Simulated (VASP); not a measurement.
VASP runs on HfC (space group Fm-3m) share one base input (PBE GGA, plane waves, VASP's PBE PAW potentials (set 64)) and change the settings named in each case.

**KPOINTS**
```
kpoints
0
Gamma
 10 10 10
0 0 0
```

**INCAR**
```
! general
SYSTEM  = HfC
PREC    = Accurate
ENCUT   = 400   ! plane-wave cut-off (eV)
LREAL   = F   ! projection in real space or not
LASPH   = T

! electronic loop
EDIFF   = 1E-6
NELM    = 100   ! most electronic steps
ALGO    = Normal   ! blocked Davidson
LMAXMIX = 6

! smearing
ISMEAR  = -1   ! Fermi-Dirac
SIGMA   = 0.1

! functional
GGA     = PE   ! PBE

! ions
ISIF    = 2

! output
LWAVE   = F
LCHARG  = F
```

POSCAR:
```
HfC
4.640
  0.0000000000   0.5000000000   0.5000000000
  0.5000000000   0.0000000000   0.5000000000
  0.5000000000   0.5000000000   0.0000000000
Hf C
1 1
Cartesian
  0.0000000000   0.0000000000   0.0000000000
  0.5000000000   0.5000000000   0.5000000000
```

POTCAR, in this order: Hf_pv C (PBE.64 set). Program: vasp_std.

```tsv
change	E(σ→0) (eV/atom)	pressure (GPa)	−TS (eV)
base run	-10.5238	0.24	-0.0106
GGA removed, POTCAR Hf_pv C (LDA.64 set)	-11.4327	[?]	[?]
GGA_COMPAT = .FALSE., LNONCOLLINEAR = .TRUE., LSORBIT = .TRUE., MAGMOM = 0.0 0.0 0.0 0.0 0.0 0.0, program vasp_ncl	-10.8506	0.06	-0.0105
KPOINTS 2×2×2 Γ-centred mesh	-9.9200	7.64	-0.0057
```

Q: Complete the blanks.

A: 
- GGA removed, POTCAR Hf_pv C (LDA.64 set), pressure (GPa): -11.01
- GGA removed, POTCAR Hf_pv C (LDA.64 set), −TS (eV): -0.0110

Energies of different potentials or functionals have different zeros.  Unless said otherwise, spin-orbit coupling is left out, though it shifts the bands of the heavy elements here. At 400 eV the pressure can carry a Pulay error.

Left out are runs that ran out of time, are held back, or changed the cell or the kind of run, fixed moments of cells without a moment, rows past the twelfth, gaps on odd meshes, pressures of charged cells and columns that move by less than the noise.

The structure is a typed HfC crystal. The cell was not relaxed at this level.
